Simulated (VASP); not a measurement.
Computed with LDA (Ceperley-Alder, Perdew-Zunger), VASP's LDA PAW potentials (set 64) (plane waves; VASP).

A VASP calculation is set up with these files.

### KPOINTS
```
Automatic
0
gamma
  14 14 14
0 0 0
```

POSCAR:
```
LiF
3.992370
  0.0000000000   0.5000000000   0.5000000000
  0.5000000000   0.0000000000   0.5000000000
  0.5000000000   0.5000000000   0.0000000000
Li F
1 1
Direct
  0.0000000000   0.0000000000   0.0000000000
  0.5000000000   0.5000000000   0.5000000000
```

### INCAR
```
SYSTEM = LiF
PREC = Accurate
ENCUT = 360
EDIFF = 1E-6
NELM = 100
ALGO = Normal
LREAL = .FALSE.
LASPH = .TRUE.
ISMEAR = 0
SIGMA = 0.01
LWAVE = .FALSE.
LCHARG = .FALSE.
ISIF = 2
```

POTCAR, in this order: Li_sv F (LDA.64 set). Program: vasp_std.

Problem. What will the output report for the number of irreducible k-points (NKPTS), largest plane-wave count, number of space-group operations, FFT grid (NGX, NGY, NGZ)?

Solution. 
| Property | Result |
|---|---|
| number of irreducible k-points (NKPTS) | 104 |
| largest plane-wave count | 262 |
| number of space-group operations | 48 |
| FFT grid (NGX, NGY, NGZ) | 18 × 18 × 18 |

The structure comes from a computed database's LiF entry; how it stands against other phases isn't given here. The cell was not relaxed at this level. The run is one of a series of settings (ENCUT = 360 against the base run), some of them coarse on purpose.
